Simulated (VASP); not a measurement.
An input for Quantum ESPRESSO's pw.x (written as the equivalent of a VASP run, and not itself run):

```
&CONTROL
  calculation = 'vc-relax'
  pseudo_dir = './pseudo'
  outdir = './out'
  tprnfor = .true.
  tstress = .true.
  nstep = 60
  forc_conv_thr = 0.00078
/
&SYSTEM
  ibrav = 0
  nat = 6
  ntyp = 2
  ecutwfc = 56.6
  occupations = 'smearing'
  smearing = 'gaussian'
  degauss = 0.003675
  input_dft = 'pbe'
/
&ELECTRONS
  conv_thr = 7.3e-08
  electron_maxstep = 100
/
&IONS
/
&CELL
/
ATOMIC_SPECIES
  Si 28.085 Si.upf
  S 32.060 S.upf
CELL_PARAMETERS angstrom
    -3.1713373    5.5657579    2.7985927
     3.1713373   -5.5657579    2.7985927
     3.1713373    5.5657579   -2.7985927
ATOMIC_POSITIONS crystal
  Si   0.7500000  0.7500000  0.0000000
  Si   0.2500000  0.2500000  0.0000000
  S    0.8965327  0.8184935  0.7150262
  S    0.1034673  0.1815065  0.2849738
  S    0.6034673  0.3184935  0.9219608
  S    0.3965327  0.6815065  0.0780392
K_POINTS automatic
  5 5 5 0 0 0
```

### Question
Write the VASP files for the same calculation (PBE).

### Answer
This is not unique; one that fits is 
### KPOINTS
```
Automatic mesh
0
Gamma
5 5 5
0 0 0
```

**POSCAR**
```
SiS2
1.0
 -3.1713372696   5.5657578630   2.7985926980
  3.1713372696  -5.5657578630   2.7985926980
  3.1713372696   5.5657578630  -2.7985926980
Si S
2 4
Cart
  0.0000000000  -0.0000000000   4.1978890470
  0.0000000000   0.0000000000   1.3992963490
  2.0201007402   4.4140097299   2.7985926980
  1.1512365294   1.1517481331  -0.0000000000
  2.0201007402   6.7175059961  -0.0000000000
  1.1512365294  -1.1517481331   2.7985926980
```

INCAR:
```
SYSTEM = SiS2
PREC = Accurate; ENCUT = 480; LREAL = .False.
LASPH = .True.
EDIFF = 1E-6; NELM = 100; ALGO = Normal
ISMEAR = 0; SIGMA = 0.05
GGA = PE
IBRION = 2; NSW = 60; ISIF = 3
EDIFFG = -0.02
LWAVE = .False.; LCHARG = .False.
```

POTCAR, in this order: Si S (PBE.64 set). Program: vasp_std.

The two are equivalent in intent, not identical: the potentials are each code's own (VASP's PAW set, PseudoDojo norm-conserving files in pw.x), so ENCUT and ecutwfc are chosen apart and not converted; conv_thr bounds pw.x's estimated SCF error, while EDIFF bounds the energy change between steps; forc_conv_thr acts on force components and is met together with etot_conv_thr.

The structure comes from a computed database's SiS2 entry (Ibam); how it stands against other phases isn't given here. This run relaxes it. Symmetry was kept, so distortions that lower it aren't found. The start is the result of an earlier pass.
